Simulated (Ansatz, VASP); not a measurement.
# CeO2: VASP beside Ansatz

Aim: how closely do two programs agree when they are given the same cell, functional and k mesh? Other levels of theory on this material are compared in a session of their own.

Calculated with Ansatz 0.2.0; plane waves, with VASP 6.6.1 beside it; band structure at LDA and band structure at PBE.

In doubt: the elements are of a kind flagged for part-filled d or f shells, though by formal charges that shell is empty here, so the flag may not apply; the elements are of a kind flagged for part-filled d or f shells, though by formal charges that shell is empty here, so the flag may not apply.

### Step 1. The starting structure

Symmetry: Fm-3m, No. 225, cubic system. Conventional cell: a = 5.407 Å, b = 5.407 Å, c = 5.407 Å, α = 90.00°, β = 90.00°, γ = 90.00°. Nearest to Ce lie 8 O at 2.34 Å. Nearest to O lie 4 Ce at 2.34 Å. Farther neighbours and most contacts between anions are not listed.

### Step 2. VASP: band structure, LDA

With cell and atoms fixed, the geometry can't cause a difference; cores, projectors, grids and the points listed under the comparison can.

Lines of VASP's logs that name or quote its potential files are left out, and so is its time.

Contents of INCAR:

```
SYSTEM = CeO2
PREC = Accurate
ENCUT = 520
EDIFF = 1E-06
NELM = 150
ISMEAR = 0
SIGMA = 0.02
LREAL = .FALSE.
ALGO = Normal
GGA = CA
NBANDS = 26
ISPIN = 2
MAGMOM = 1 0 0
LMAXMIX = 6
AMIX = 0.2
BMIX = 1E-04
AMIX_MAG = 0.8
BMIX_MAG = 1E-04
LORBIT = 11
LWAVE = .FALSE.
LCHARG = .FALSE.
KPAR = 4
```

Contents of POSCAR:

```
CeO2
1.0
    0.0000000000      2.7036500000      2.7036500000
    2.7036500000      0.0000000000      2.7036500000
    2.7036500000      2.7036500000      0.0000000000
Ce O
1 2
Direct
    0.0000000000      0.0000000000      0.0000000000
    0.2500000000      0.2500000000      0.2500000000
    0.7500000000      0.7500000000      0.7500000000
```

Contents of KPOINTS:

```
Automatic mesh
0
Gamma
5 5 5
0 0 0
```

Contents of KPOINTS_OPT:

```
Line mode
16
Line-mode
Reciprocal
  0.00000000   0.00000000   0.00000000 GAMMA
  0.50000000   0.00000000   0.50000000 X

  0.50000000   0.00000000   0.50000000 X
  0.50000000   0.25000000   0.75000000 W

  0.50000000   0.25000000   0.75000000 W
  0.37500000   0.37500000   0.75000000 K

  0.37500000   0.37500000   0.75000000 K
  0.00000000   0.00000000   0.00000000 GAMMA

  0.00000000   0.00000000   0.00000000 GAMMA
  0.50000000   0.50000000   0.50000000 L

  0.50000000   0.50000000   0.50000000 L
  0.62500000   0.25000000   0.62500000 U

  0.62500000   0.25000000   0.62500000 U
  0.50000000   0.25000000   0.75000000 W

  0.50000000   0.25000000   0.75000000 W
  0.50000000   0.50000000   0.50000000 L

  0.50000000   0.50000000   0.50000000 L
  0.37500000   0.37500000   0.75000000 K

  0.62500000   0.25000000   0.62500000 U
  0.50000000   0.00000000   0.50000000 X
```

Potentials, in the order of the species: Ce and O (PBE family, release 64).

Started as:

```console
$ mpirun -np 4 vasp_std
```

Numbers of over 12 decimals in the logs are rounded to 6 here.

The log of the run:

```text
[banner, memory and clock lines left out]
running    4 mpi-ranks, on    1 nodes
 distrk:  each k-point on    1 cores,    4 groups
 distr:  one band on    1 cores,    1 groups

 POSCAR found type information on POSCAR CeO
 POSCAR found :  2 types and       3 ions
|                                                                             |
|               ----> ADVICE to this user running VASP <----                  |
|                                                                             |
|     You enforced a specific xc type in the INCAR file but a different       |
|     [... a line on the potential file left out ...]
|     I HOPE YOU KNOW WHAT YOU ARE DOING!                                     |
|                                                                             |

 LDA part: xc-table for (Slater(with rela. corr.)+CA(PZ))
 , standard interpolation
 POSCAR, INCAR and KPOINTS ok, starting setup
 FFT: planning ... GRIDC
 FFT: planning ... GRID_SOFT
 FFT: planning ... GRID
 WAVECAR not read
 entering main loop
       N       E                     dE             d eps       ncg     rms          rms(c)
DAV:   1     0.197395627804E+03    0.19740E+03   -0.10672E+04  1152   0.119E+03
DAV:   2    -0.987633996232E+01   -0.20727E+03   -0.16036E+03  1096   0.243E+02
DAV:   3    -0.335458756561E+02   -0.23670E+02   -0.22955E+02  1228   0.953E+01
DAV:   4    -0.341151494739E+02   -0.56927E+00   -0.56657E+00  1550   0.131E+01
DAV:   5    -0.341515479935E+02   -0.36399E-01   -0.36329E-01  1544   0.212E+00    0.323E+01
DAV:   6    -0.291769570038E+02    0.49746E+01   -0.57998E+00  1516   0.208E+01    0.205E+01
DAV:   7    -0.291988000546E+02   -0.21843E-01   -0.15895E+00  1514   0.107E+01    0.112E+01
DAV:   8    -0.303090223127E+02   -0.11102E+01   -0.39760E+00  1324   0.298E+01    0.182E+01
DAV:   9    -0.297194454466E+02    0.58958E+00   -0.47668E-01  1334   0.529E+00    0.730E+00
DAV:  10    -0.290287691860E+02    0.69068E+00   -0.65842E-01  1322   0.880E+00    0.253E+00
DAV:  11    -0.289985506225E+02    0.30219E-01   -0.12477E-01  1352   0.262E+00    0.130E+00
DAV:  12    -0.289925247592E+02    0.60259E-02   -0.42626E-02  1440   0.224E+00    0.735E-01
DAV:  13    -0.289959836238E+02   -0.34589E-02   -0.59127E-03  1454   0.490E-01    0.923E-01
DAV:  14    -0.289904542796E+02    0.55293E-02   -0.54970E-03  1236   0.912E-01    0.283E-01
DAV:  15    -0.289905382619E+02   -0.83982E-04   -0.42931E-03  1664   0.651E-01    0.249E-01
DAV:  16    -0.289901492386E+02    0.38902E-03   -0.73416E-04  1356   0.274E-01    0.715E-02
DAV:  17    -0.289902181972E+02   -0.68959E-04   -0.35933E-05  1462   0.654E-02    0.122E-01
DAV:  18    -0.289900826201E+02    0.13558E-03   -0.14757E-04  1122   0.153E-01    0.218E-02
DAV:  19    -0.289900824650E+02    0.15505E-06   -0.14653E-05  1284   0.194E-02    0.197E-02
DAV:  20    -0.289900794833E+02    0.29818E-05   -0.24338E-06   980   0.185E-02    0.830E-03
DAV:  21    -0.289900792162E+02    0.26709E-06   -0.45720E-07   620   0.493E-03
   1 F= -.28990079E+02 E0= -.28990079E+02  d E =-.282862E-13  mag=    -0.0000
 Start KPOINTS_OPT (optional k-point list driver)
k-point batch [1-10\160]
       N       E                     dE             ncg
DAV:   1     0.966966139545E+03   -0.12796E+04     1120
DAV:   2    -0.939943141770E+03   -0.19069E+04     1128
DAV:   3    -0.117793683063E+04   -0.23799E+03     1238
DAV:   4    -0.118421668073E+04   -0.62799E+01     1624
DAV:   5    -0.118443217308E+04   -0.21549E+00     1480
DAV:   6    -0.118443360970E+04   -0.14366E-02     1600
DAV:   7    -0.118443362536E+04   -0.15657E-04     1490
DAV:   8    -0.118443362571E+04   -0.35237E-06      936
[...]
k-point batch [151-160\160]
       N       E                     dE             ncg
DAV:   1     0.801539869442E+03   -0.82290E+04     1128
DAV:   2    -0.883783003791E+03   -0.16853E+04     1122
DAV:   3    -0.111567945167E+04   -0.23190E+03     1328
DAV:   4    -0.112203835859E+04   -0.63589E+01     1560
DAV:   5    -0.112221921982E+04   -0.18086E+00     1516
DAV:   6    -0.112222089764E+04   -0.16778E-02     1534
DAV:   7    -0.112222090786E+04   -0.10220E-04     1364
DAV:   8    -0.112222090847E+04   -0.61050E-06      962
```

Parts of OUTCAR (step 2):

```text
ion  position               nearest neighbor table
   1  0.000  0.000  0.000-   3 2.34   3 2.34   3 2.34   2 2.34   3 2.34   2 2.34   2 2.34   2 2.34

  LATTYP: Found a face centered cubic cell.
 ALAT       =     5.4073000000

 Subroutine GETGRP returns: Found 48 space group operations
 (whereof 48 operations were pure point group operations)

The static configuration has the point symmetry O_h .

 Found     10 irreducible k-points:

   k-points           NKPTS =     10   k-points in BZ     NKDIM =     10   number of bands    NBANDS=     26

   dimension x,y,z NGX =    28 NGY =   28 NGZ =   28
   dimension x,y,z NGXF=    56 NGYF=   56 NGZF=   56

   ENCUT  =  520.0 eV  38.22 Ry    6.18 a.u.   7.11  7.11  7.11*2*pi/ulx,y,z

   NELECT =      24.0000    total number of electrons

 k-points in reciprocal lattice and weights: Automatic mesh
   0.00000000  0.00000000  0.00000000       0.008
   0.20000000  0.00000000  0.00000000       0.064
   0.40000000  0.00000000  0.00000000       0.064
   0.20000000  0.20000000  0.00000000       0.048
   0.40000000  0.20000000  0.00000000       0.192
  -0.40000000  0.20000000  0.00000000       0.192
  -0.20000000  0.20000000  0.00000000       0.096
   0.40000000  0.40000000  0.00000000       0.048
  -0.40000000  0.40000000  0.00000000       0.096
  -0.40000000  0.40000000  0.20000000       0.192

 average (electrostatic) potential at core
       1 -76.9765       2 -67.8933       3 -67.8933

 E-fermi :   5.0021

 spin component 1
 k-point     1 :       0.0000    0.0000    0.0000
  band No.  band energies     occupation
    ...
      8       1.0717      1.00000
      9       1.0717      1.00000
     10       4.3737      1.00000
     11       4.3737      1.00000
     12       4.3737      1.00000
     13       7.2616      0.00000
     14       7.2616      0.00000
     15       7.2616      0.00000
     16       7.5495      0.00000
     17       7.9569      0.00000
    ...

 k-point     2 :       0.2000    0.0000    0.0000
  band No.  band energies     occupation
    ...
      8       1.4137      1.00000
      9       2.0192      1.00000
     10       4.0717      1.00000
     11       4.2504      1.00000
     12       4.2504      1.00000
     13       7.2199      0.00000
     14       7.2199      0.00000
     15       7.2649      0.00000
     16       7.5718      0.00000
     17       7.6744      0.00000
    ...

 k-point     3 :       0.4000    0.0000    0.0000
  band No.  band energies     occupation
    ...
      8       1.8914      1.00000
      9       3.4336      1.00000
     10       3.8562      1.00000
     11       4.1904      1.00000
     12       4.1904      1.00000
     13       7.0549      0.00000
     14       7.1413      0.00000
     15       7.1413      0.00000
     16       7.2704      0.00000
     17       7.7719      0.00000
    ...

 k-point     4 :       0.2000    0.2000    0.0000
  band No.  band energies     occupation
    ...
      8       1.7145      1.00000
      9       2.1235      1.00000
     10       3.0208      1.00000
     11       4.6451      1.00000
     12       4.6451      1.00000
     13       7.1406      0.00000
     14       7.2811      0.00000
     15       7.2811      0.00000
     16       7.5193      0.00000
     17       7.6341      0.00000
    ...

 k-point     5 :       0.4000    0.2000    0.0000
  band No.  band energies     occupation
    ...
      8       2.3208      1.00000
      9       2.6346      1.00000
     10       3.4112      1.00000
     11       4.5439      1.00000
     12       4.6709      1.00000
     13       7.0800      0.00000
     14       7.1580      0.00000
     15       7.2664      0.00000
     16       7.3722      0.00000
     17       7.4683      0.00000
    ...

 k-point     6 :      -0.4000    0.2000    0.0000
  band No.  band energies     occupation
    ...
      8       2.5160      1.00000
      9       2.9099      1.00000
     10       3.8734      1.00000
     11       3.9502      1.00000
     12       4.8594      1.00000
     13       6.9896      0.00000
     14       7.1414      0.00000
     15       7.2039      0.00000
     16       7.2668      0.00000
     17       7.5340      0.00000
    ...

  Total       -1.1969095     -1.1969095     -1.1969095      0.0000000      0.0000000     -0.0000000
  in kB      -48.5166140    -48.5166140    -48.5166140      0.0000000      0.0000000     -0.0000000
  external PRESSURE =     -48.5166140 kB  Pullay stress =       0.0000000 kB

  energy-cutoff  :      520.00
  volume of cell :       39.53
      direct lattice vectors                 reciprocal lattice vectors
     0.000000000  2.703650000  2.703650000    -0.184935180  0.184935180  0.184935180
     2.703650000  0.000000000  2.703650000     0.184935180 -0.184935180  0.184935180
     2.703650000  2.703650000  0.000000000     0.184935180  0.184935180 -0.184935180

 POSITION                                       TOTAL-FORCE (eV/Angst)
 -----------------------------------------------------------------------------------
      0.00000      0.00000      0.00000         0.000000     -0.000000     -0.000000
      1.35183      1.35183      1.35183        -0.000000     -0.000000     -0.000000
      4.05548      4.05548      4.05548         0.000000      0.000000      0.000000
 -----------------------------------------------------------------------------------
    total drift:                                0.000000      0.000000      0.000000

  FREE ENERGIE OF THE ION-ELECTRON SYSTEM (eV)
  ---------------------------------------------------
  free  energy   TOTEN  =       -28.9900792162 eV

  energy  without entropy=      -28.9900792162  energy(sigma->0) =      -28.99007922

 total charge
# of ion       s       p       d       f       tot
--------------------------------------------------
    1        2.019   5.779   0.908   0.972   9.678
    2        1.564   3.418   0.000   0.000   4.982
    3        1.564   3.418   0.000   0.000   4.982
--------------------------------------------------
tot          5.148  12.615   0.908   0.972  19.643

 magnetization (x)
# of ion       s       p       d       f       tot
--------------------------------------------------
    1        0.000   0.000  -0.000  -0.000   0.000
    2       -0.000   0.000   0.000   0.000   0.000
    3       -0.000   0.000   0.000   0.000   0.000
--------------------------------------------------
tot          0.000   0.000  -0.000  -0.000   0.000

[... 2 further parts left out ...]
```

At this level the cell is under a tension of 4.9 GPa, so at these settings it is away from equilibrium.

[end of part 1 of 2]

[Lines on the potential files, build, host, timing and source positions are cut from VASP's logs without a mark.]

[Logs are printed without paths, hosts, clocks, repeated set-up lines and the standing remarks that a program may print on its own settings, such as how far it seeks lower states.]

[Hosts, paths, dates, database ids (printed as entryN), source tags and the programs' standing remarks are cut or masked in the printed files.]
